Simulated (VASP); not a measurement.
A convergence study with VASP on AgO (space group C2): a few settings are varied, all else stays as given below, so the limit is that of these other settings. The cell's lengths are 1 % over those of the tabulated start and one atom is moved, so it is off equilibrium.

```xyz
4
Lattice="2.3876 -2.4013 0.0000 2.3876 2.4013 0.0000 0.0000 0.0000 5.7105" Properties=species:S:1:pos:R:3 pbc="T T T"
Ag     1.1938    -1.2007     2.8552
Ag     1.1938     1.2007     0.0000
O      0.0000     0.0000     1.4276
O      0.0606     0.0000     4.2829
```

Calculation: PBEsol GGA, VASP's PBE PAW potentials (set 64) (plane waves; VASP). The last row used: LREAL = Auto, 700 eV cut-off, 8×8×5 Γ-centred mesh, first-order Methfessel-Paxton smearing of 0.10 eV, potentials Ag O.

```json
[
 {"setting": "ENCUT = 400, LREAL = .FALSE., PREC = Normal", "E (eV/atom)": "-4.2982", "pressure (GPa)": "-15.87", "largest force (eV/Å)": "0.256", "plane waves": "1206"},
 {"setting": "ENCUT = 500, LREAL = .FALSE., PREC = Normal", "E (eV/atom)": "-4.2939", "pressure (GPa)": "-12.45", "largest force (eV/Å)": "0.259", "plane waves": "1696"},
 {"setting": "ENCUT = 600, LREAL = .FALSE., PREC = Normal", "E (eV/atom)": "-4.2946", "pressure (GPa)": "-12.47", "largest force (eV/Å)": "0.260", "plane waves": "2220"},
 {"setting": "ENCUT = 700, LREAL = .FALSE., PREC = Normal", "E (eV/atom)": "-4.2953", "pressure (GPa)": "-12.45", "largest force (eV/Å)": "0.260", "plane waves": "2779"},
 {"setting": "ENCUT = 400, LREAL = .FALSE., PREC = Accurate", "E (eV/atom)": "-4.2975", "pressure (GPa)": "-15.90", "largest force (eV/Å)": "0.256", "plane waves": "1206"},
 {"setting": "ENCUT = 500, LREAL = .FALSE., PREC = Accurate", "E (eV/atom)": "-4.2939", "pressure (GPa)": "-12.45", "largest force (eV/Å)": "0.260", "plane waves": "1696"},
 {"setting": "ENCUT = 600, LREAL = .FALSE., PREC = Accurate", "E (eV/atom)": "-4.2945", "pressure (GPa)": "-12.46", "largest force (eV/Å)": "0.260", "plane waves": "2220"},
 {"setting": "ENCUT = 700, LREAL = .FALSE., PREC = Accurate", "E (eV/atom)": "-4.2953", "pressure (GPa)": "-12.45", "largest force (eV/Å)": "0.260", "plane waves": "2779"},
 {"setting": "ENCUT = 400, LREAL = Auto, PREC = Normal", "E (eV/atom)": "…", "pressure (GPa)": "…", "largest force (eV/Å)": "0.259", "plane waves": "1206"},
 {"setting": "ENCUT = 500, LREAL = Auto, PREC = Normal", "E (eV/atom)": "-4.2936", "pressure (GPa)": "-12.48", "largest force (eV/Å)": "0.238", "plane waves": "1696"},
 {"setting": "ENCUT = 600, LREAL = Auto, PREC = Normal", "E (eV/atom)": "-4.2951", "pressure (GPa)": "-12.52", "largest force (eV/Å)": "0.265", "plane waves": "2220"},
 {"setting": "ENCUT = 700, LREAL = Auto, PREC = Normal", "E (eV/atom)": "…", "pressure (GPa)": "…", "largest force (eV/Å)": "…", "plane waves": "2779"},
 {"setting": "ENCUT = 400, LREAL = Auto, PREC = Accurate", "E (eV/atom)": "-4.2977", "pressure (GPa)": "-15.90", "largest force (eV/Å)": "0.256", "plane waves": "1206"},
 {"setting": "ENCUT = 500, LREAL = Auto, PREC = Accurate", "E (eV/atom)": "-4.2944", "pressure (GPa)": "-12.42", "largest force (eV/Å)": "0.261", "plane waves": "1696"},
 {"setting": "ENCUT = 600, LREAL = Auto, PREC = Accurate", "E (eV/atom)": "-4.2950", "pressure (GPa)": "-12.47", "largest force (eV/Å)": "0.260", "plane waves": "2220"},
 {"setting": "ENCUT = 700, LREAL = Auto, PREC = Accurate", "E (eV/atom)": "-4.2957", "pressure (GPa)": "-12.43", "largest force (eV/Å)": "0.261", "plane waves": "2779"}
]
```

**Question.** Complete the blanks.

**Answer.** 
- ENCUT = 400, LREAL = Auto, PREC = Normal, E (eV/atom): -4.2983
- ENCUT = 400, LREAL = Auto, PREC = Normal, pressure (GPa): -15.85
- ENCUT = 700, LREAL = Auto, PREC = Normal, E (eV/atom): -4.2948
- ENCUT = 700, LREAL = Auto, PREC = Normal, pressure (GPa): -12.49
- ENCUT = 700, LREAL = Auto, PREC = Normal, largest force (eV/Å): 0.246

Left out are rungs that failed or repeat a setting and relaxations that didn't move; long series are thinned to 24 rows.

The structure comes from a computed database's AgO entry (space group no. 66); how it stands against other phases isn't given here. The cell was not relaxed at this level, it is distorted from the ideal structure.
